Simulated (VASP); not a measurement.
VASP input:

KPOINTS:
```
Automatic mesh
0
Gamma
8 8 5
0 0 0
```

POSCAR:
```
GaN
1.0
  3.1297488846   0.0000000000   0.0000000000
 -1.5648744422   2.7104424469   0.0000000000
  0.0000000000   0.0000000000   5.1018133887
Ga N
2 2
Cart
 -0.0000015648   1.8069625347   5.0982505144
  1.5648760072   0.9034799122   2.5473438200
 -0.0000015648   1.8069625347   1.9167428951
  1.5648760072   0.9034799122   4.4676495895
```

INCAR:
```
# general
SYSTEM  = GaN
PREC    = Accurate
ENCUT   = 620
LREAL   = .FALSE.
LASPH   = .TRUE.

# electronic loop
EDIFF   = 1E-6
NELM    = 100
ALGO    = Normal
LMAXMIX = 4

# smearing
ISMEAR  = 0
SIGMA   = 0.05

# functional
GGA     = PS

# ions
IBRION  = 2
NSW     = 40
ISIF    = 3
EDIFFG  = -0.02
PSTRESS = 200

# output
LWAVE   = .FALSE.
LCHARG  = .FALSE.
```

POTCAR, in this order: Ga_d N (PBE.64 set). Program: vasp_std.

Q: Translate this PBEsol calculation to Ansatz.

A: One equivalent input (not run):
Ansatz 0.2 input:
```yaml
crystal:
  lattice:
    - [3.1297489, 0.0000000, 0.0000000]
    - [-1.5648744, 2.7104424, 0.0000000]
    - [0.0000000, 0.0000000, 5.1018134]
  atoms:
    - { symbol: Ga, position: [0.3333330, 0.6666670, 0.9993016] }
    - { symbol: Ga, position: [0.6666670, 0.3333330, 0.4993016] }
    - { symbol: N, position: [0.3333330, 0.6666670, 0.3756984] }
    - { symbol: N, position: [0.6666670, 0.3333330, 0.8756984] }
kpoints:
  mp_grid: { grid: [8, 8, 5] }
hamiltonian:
  xc: pbesol
  pseudopotentials: { kind: paw }
scf:
  occupations: { method: gaussian, width: 0.05 }
  max_iter: 100
relax:
  max_steps: 40
  f_tol: 0.02
  cell: { p_target: 20 }
output: { forces: true, stress: true, eigenvalues: true }
```
The two are equivalent in intent, not identical: each code has its own PAW files, so the cut-off isn't converted (ENCUT is set for VASP's; basis.ecutwfc is left out, and Ansatz then takes the one that its files recommend); Ansatz stops its SCF on the density residual and VASP on the energy change (EDIFF).

The structure was generated: GaN was put into the wurtzite type (P6_3mc), which need not be its known phase. This run relaxes it under an external pressure of 20 GPa. Symmetry was kept, so distortions that lower it aren't found.
